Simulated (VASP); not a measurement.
Calculation: vdW-DF-cx, VASP's PBE PAW potentials (set 64) (plane waves; VASP).

VASP input:

**INCAR**
```
AGGAC  =  0.0
ALGO  =  Normal
EDIFF  =  1E-7
ENCUT  =  520
GGA  =  CX
ISIF  =  2
ISMEAR  =  -5
LASPH  =  .TRUE.
LCHARG  =  .TRUE.
LMAXMIX  =  6
LORBIT  =  11
LREAL  =  .FALSE.
LUSE_VDW  =  .TRUE.
LWAVE  =  .FALSE.
NEDOS  =  601
NELM  =  100
PREC  =  Accurate
SYSTEM  =  Lu
```

### POSCAR
```
Lu
1
    1.7294584138    -2.9955099259     0.0000000000
    1.7294584138     2.9955099259     0.0000000000
    0.0000000000     0.0000000000     5.3836452554
Lu
2
Direct
  0.3333330000   0.6666670000   0.2500000000
  0.6666670000   0.3333330000   0.7500000000
```

File KPOINTS:
```
Automatic mesh
0
Gamma
14 14 8
0 0 0
```

POTCAR, in this order: Lu_3 (PBE.64 set). Program: vasp_std.

The resulting files:

**OSZICAR**
```
       N       E                     dE             d eps       ncg     rms          rms(c)
DAV:   1     0.516324465160E+02    0.51632E+02   -0.87359E+03  5406   0.151E+03
DAV:   2    -0.186635124249E+01   -0.53499E+02   -0.52410E+02  5390   0.737E+02
DAV:   3    -0.412485050972E+01   -0.22585E+01   -0.21797E+01  5529   0.649E+01
DAV:   4    -0.424524400945E+01   -0.12039E+00   -0.11852E+00  5755   0.971E+00
DAV:   5    -0.424880650416E+01   -0.35625E-02   -0.35364E-02  5254   0.174E+00    0.261E+01
DAV:   6    -0.425094872252E+01   -0.21422E-02   -0.29755E-02  5200   0.402E+00    0.155E+01
DAV:   7    -0.426345131495E+01   -0.12503E-01   -0.58564E-02  5039   0.569E+00    0.388E-01
DAV:   8    -0.426342085974E+01    0.30455E-04   -0.40316E-03  5164   0.885E-01    0.700E-02
DAV:   9    -0.426344099927E+01   -0.20140E-04   -0.16747E-04  5404   0.193E-01    0.286E-02
DAV:  10    -0.426343922701E+01    0.17723E-05   -0.19909E-05  5255   0.720E-02    0.366E-02
DAV:  11    -0.426343956786E+01   -0.34084E-06   -0.17848E-06  5225   0.181E-02    0.154E-03
DAV:  12    -0.426343972864E+01   -0.16078E-06   -0.64811E-08  2933   0.610E-03    0.181E-03
DAV:  13    -0.426343971882E+01    0.98114E-08   -0.22074E-08  2695   0.926E-03
   1 F= -.42634397E+01 E0= -.42634397E+01  d E =0.000000E+00
```

**OUTCAR**
```
------------------------ aborting loop because EDIFF is reached ----------------------------------------
  FORCE on cell =-STRESS in cart. coord.  units (eV):
  Direction    XX          YY          ZZ          XY          YZ          ZX
  --------------------------------------------------------------------------------------
  Total        0.0724002      0.0724002     -0.0213236     -0.0000000      0.0000000      0.0000000
  in kB        2.0795209      2.0795210     -0.6124673     -0.0000000      0.0000000      0.0000000
  external PRESSURE =       1.1821915 kB  Pullay stress =       0.0000000 kB
  volume of cell :       55.78
      direct lattice vectors                 reciprocal lattice vectors
     1.729458414 -2.995509926  0.000000000     0.289107848 -0.166916489  0.000000000
     1.729458414  2.995509926  0.000000000     0.289107848  0.166916489  0.000000000
     0.000000000  0.000000000  5.383645255     0.000000000  0.000000000  0.185747751
 POSITION                                       TOTAL-FORCE (eV/Angst)
 -----------------------------------------------------------------------------------
      1.72946      0.99851      1.34591        -0.000000     -0.000000      0.000000
      1.72946     -0.99851      4.03773         0.000000      0.000000      0.000000
 -----------------------------------------------------------------------------------
    total drift:                                0.000000      0.000067     -0.000012
  FREE ENERGIE OF THE ION-ELECTRON SYSTEM (eV)
  ---------------------------------------------------
  free  energy   TOTEN  =        -4.2634397188 eV

  energy  without entropy=       -4.2634397188  energy(sigma->0) =       -4.26343972

 total charge

# of ion       s       p       d       tot
------------------------------------------
    1        0.516   6.442   0.968   7.926
    2        0.516   6.442   0.968   7.926
--------------------------------------------------
tot          1.032  12.884   1.937  15.852
```
(Selected blocks of OUTCAR.)

For a metal the tetrahedron method with Blöchl corrections gives inexact stress and forces.

The compound is Lu in the hcp structure. It was relaxed first, which changed the volume by -5 %.
